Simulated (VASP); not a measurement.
Consider the following.

```xyz
4
Lattice="3.1950 0.0000 0.0000 -1.5975 2.7669 0.0000 0.0000 0.0000 10.2799" Properties=species:S:1:pos:R:3 pbc="T T T"
Cd     0.0000     0.0000     0.0000
Cd     0.0000     0.0000     5.1399
Cd     0.0000     1.8446     2.5700
Cd     1.5975     0.9223     7.7099
```

Calculation: LDA (Ceperley-Alder, Perdew-Zunger), VASP's LDA PAW potentials (set 64) (plane waves; VASP). Run with 300 eV cut-off, 8×8×3 Γ-centred mesh, first-order Methfessel-Paxton smearing of 0.10 eV, potentials Cd.

At this cut-off the stress carries a Pulay error, which pulls relaxed volumes low.

**Question.** What does the run give for the energy per atom (σ→0), pressure, band gap (on the k-mesh) with the smallest direct gap where there is one?

**Answer.** 
```yaml
band gap (on the k-mesh): none (metal, semimetal or under 0.01 eV)
energy per atom (σ→0): -1.458 eV/atom
pressure: -6.43 GPa
```

Total energies compare only between runs with the same potentials, cut-off and functional.

The structure was generated: Cd was put into an ordered model structure, which need not be its known phase. The cell was not relaxed at this level.
